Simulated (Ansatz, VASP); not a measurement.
# InAs: VASP beside Ansatz, part 2 of 2

Aim: how closely do two programs agree when they are given the same cell, functional and k mesh? The cell is taken from a series of runs on this material, whose earlier steps may have relaxed, scaled, displaced or heated it; both programs get it as it stands.

VASP 6.6.1 and Ansatz 0.2.0.

So far: Starting point; Ansatz: zone-centre phonons, LDA; VASP: zone-centre phonons, LDA; Side by side.

## (5) VASP: zone-centre phonons, PBEsol

Level of this step: PBEsol; plane waves and PAW (In_d, As) (VASP).

Second derivatives magnify differences that forces hide, and they need a tight electronic threshold. The cell compared in this pair holds 56.37 Å³, against 54.70 Å³ for the pair before.

INCAR reads:

```
SYSTEM = InAs
PREC = Accurate
ENCUT = 500
EDIFF = 1E-08
NELM = 120
ISMEAR = 1
SIGMA = 0.2
LREAL = .FALSE.
ALGO = Normal
GGA = PS
NBANDS = 15
LORBIT = 11
LWAVE = .FALSE.
LCHARG = .FALSE.
ISIF = 2
IBRION = 8
LASPH = .TRUE.
GGA_COMPAT = .FALSE.
KPAR = 2
```

POSCAR reads:

```
InAs
1.0
    0.0000000000      3.0433151339      3.0433151339
    3.0433151339      0.0000000000      3.0433151339
    3.0433151339      3.0433151339      0.0000000000
In As
1 1
Direct
    0.0000000000      0.0000000000      0.0000000000
    0.2500000000      0.2500000000      0.2500000000
```

KPOINTS reads:

```
Automatic mesh
0
Gamma
12 12 12
0 0 0
```

The projector-augmented-wave data sets are In_d and As (PBE family, release 64).

Started as:

```sh
> mpirun -np 2 vasp_std
```

Numbers of over 12 decimals in the logs are rounded to 6 here.

The program printed:

```text
[banner, memory and clock lines left out]
running    2 mpi-ranks, on    1 nodes
[...]
|                                                                             |
|               ----> ADVICE to this user running VASP <----                  |
|                                                                             |
|     You enforced a specific xc type in the INCAR file but a different       |
|     [... a line on the potential file left out ...]
|     I HOPE YOU KNOW WHAT YOU ARE DOING!                                     |
|                                                                             |

 LDA part: xc-table for (Slater+PW92), standard interpolation
 POSCAR, INCAR and KPOINTS ok, starting setup
[...]
entering main loop
       N       E                     dE             d eps       ncg     rms          rms(c)
DAV:   1     0.111615284173E+03    0.11162E+03   -0.82147E+03  2202   0.125E+03
DAV:   2    -0.887676479276E+00   -0.11250E+03   -0.10794E+03  2335   0.300E+02
[...]
RMM:  11    -0.235577281867E+00   -0.11037E-06    0.75121E-07 17368   0.151E-04    0.213E-05
RMM:  12    -0.235577356424E+00   -0.74557E-07    0.32700E-07 18054   0.808E-05    0.184E-05
RMM:  13    -0.235577372731E+00   -0.16307E-07    0.22358E-07 15997   0.511E-05    0.203E-05
 first order change of Fermi-energy  -0.45816E-04
 force on displaced ion       1 direction 1 :  -7.224   0.000   0.000
 Linear response progress:
  Degree of freedom:   2/  2
       N       E                     dE             d eps       ncg     rms          rms(c)
RMM:   1    -0.466186992978E-01   -0.46619E-01    0.65550E-02 17169   0.152E+00
RMM:   2    -0.443549037670E-01    0.22638E-02    0.14355E-03 13248   0.556E-01    0.105E-01
RMM:   3    -0.450313802060E-01   -0.67648E-03   -0.17808E-03 15493   0.233E-01    0.461E-02
RMM:   4    -0.452357102478E-01   -0.20433E-03   -0.13447E-04 15732   0.779E-02    0.112E-02
[...]
RMM:   9    -0.452621358864E-01   -0.66303E-06   -0.23046E-08 16255   0.363E-04    0.957E-05
RMM:  10    -0.452621745762E-01   -0.38690E-07    0.14921E-08 17540   0.140E-04    0.573E-05
RMM:  11    -0.452621706321E-01    0.39441E-08   -0.20444E-08 16639   0.520E-05    0.108E-05
 first order change of Fermi-energy   0.30930E-03
 force on displaced ion       2 direction 1 :  -7.248  -0.000  -0.000
 Linear response finished
```

Parts of OUTCAR (step 5):

```text
  Total        0.0355825      0.0355825      0.0355825      0.0000000      0.0000000      0.0000000
  in kB        1.0112909      1.0112909      1.0112909      0.0000000      0.0000000      0.0000000
  external PRESSURE =       1.0112909 kB  Pullay stress =       0.0000000 kB

 POSITION                                       TOTAL-FORCE (eV/Angst)
 -----------------------------------------------------------------------------------
      0.00000      0.00000      0.00000        -0.000000     -0.000000     -0.000000
      1.52166      1.52166      1.52166         0.000000      0.000000      0.000000
 -----------------------------------------------------------------------------------
    total drift:                                0.000000      0.000000     -0.000000

[... 1 part as in an earlier step ...]

[... 1 further part left out ...]
```

## (6) Ansatz: zone-centre phonons, PBEsol

The same cell, functional, mesh and smearing now go to Ansatz, which takes its cutoff from its data sets.

The cell is taken from a series of runs on this material, whose earlier steps may have relaxed, scaled, displaced or heated it; both programs get it as it stands.

input.yaml reads:

```yaml
crystal:
  lattice:
    - [0.0, 3.0433151339, 3.0433151339]
    - [3.0433151339, 0.0, 3.0433151339]
    - [3.0433151339, 3.0433151339, 0.0]
  atoms:
    - { symbol: In, position: [0.0, 0.0, 0.0] }
    - { symbol: As, position: [0.25, 0.25, 0.25] }
kpoints:
  mp_grid: { grid: [12, 12, 12] }
hamiltonian:
  xc: pbesol
scf:
  occupations: { method: methfessel_paxton, width: 0.2 }
output:
  eigenvalues: true
phonons:
  method: dfpt
```

Started as:

```sh
> ansatz run input.yaml --threads 8 --pin off --max-ram 16384MiB --backend cpu --events-out ev --progress --plain --runs-dir out
```

The program printed:

```text
[...]
Crystal: 2 atoms, lattice volume = 56.373 Å³
Basis set: ecut = 420 eV, 1067 PW (Γ), exchange–correlation on 60×60×60 points (8 copies of the dense FFT grid, shifted against one another)
Bands: 18, of which v1, the nominal top of the filled ones, is band 14 counted from 1 (13 counted from 0)
Symmetry: 24 space group operations
k-points: 163 of 1728 (irreducible under 8 space group operations, time reversal used)
[...]
k-point 1: bands = [... 10 lower, -4.2479, 6.1059, 7.3594, 7.3594, 8.1617, 11.3224, 11.4408, 11.4408]
  k-point 2: bands = [... 10 lower, -4.0440, 4.9090, 7.1423, 7.1423, 8.5761, 11.6620, 11.7442, 11.7442]
  k-point 162: bands = [... 10 lower, -2.3266, 1.7991, 4.5484, 4.6319, 11.5480, 11.6563, 12.3252, 13.4259]
[...]
ASR residual: 7.577e-5 → 0.000e0 eV/Å²; symmetrization residual: 2.354e-6 eV/Å²
  ASR residual per site (eV/Å²): 7.58e-5 3.80e-5
  Γ frequencies (cm⁻¹): 0.00 0.00 0.00 207.96 207.96 207.96
[...]
[key lines of the parts left out:]
SCF converged after 9 iterations
Free energy (F): -10338.828318 eV
Fermi energy:    7.492524 eV
```

## (7) Side by side

What differs besides the data sets and the points named for the pairs above, as far as they apply: the data sets hold 28 valence electrons in Ansatz (on its default PAW (the set named soft_2) files) and 18 in VASP; Ansatz makes its cores anew for this functional, VASP keeps those of its PBE data sets. Total energies have different zeros and are not compared.

Compared:

```tsv
quantity	Ansatz	VASP	difference
optical mode 1 to 3 (cm⁻¹)	208.0	208.4	-0.20 %
```

Modes are paired by rising frequency, not by their patterns, so a pair may set unlike modes beside each other; they are those without the splitting of longitudinal modes.

## (8) Outcome

- r.m.s. difference of the optical zone-centre modes, each program's sorted by frequency (zone-centre phonons, LDA): 0.64 cm⁻¹
- r.m.s. difference of the optical zone-centre modes, each program's sorted by frequency (zone-centre phonons, PBEsol): 0.41 cm⁻¹

**Reading.** The r.m.s. difference of the optical zone-centre modes, each program's sorted by frequency is 0.64 cm⁻¹ (zone-centre phonons, LDA). The data sets hold unlike numbers of valence electrons (28 in Ansatz and 18 in VASP), so part of the differences comes from the potentials. 2 further runs of this series are not shown here. Such differences can come from data sets, numerical settings and the points named under the comparisons, not from the functional's error against experiment.

[Lines on the potential files, build, host, timing and source positions are cut from VASP's logs without a mark.]

[Logs are printed without paths, hosts, clocks, repeated set-up lines and the standing remarks that a program may print on its own settings, such as how far it seeks lower states.]

[Hosts, paths, dates, database ids (printed as entryN), source tags and the programs' standing remarks are cut or masked in the printed files.]
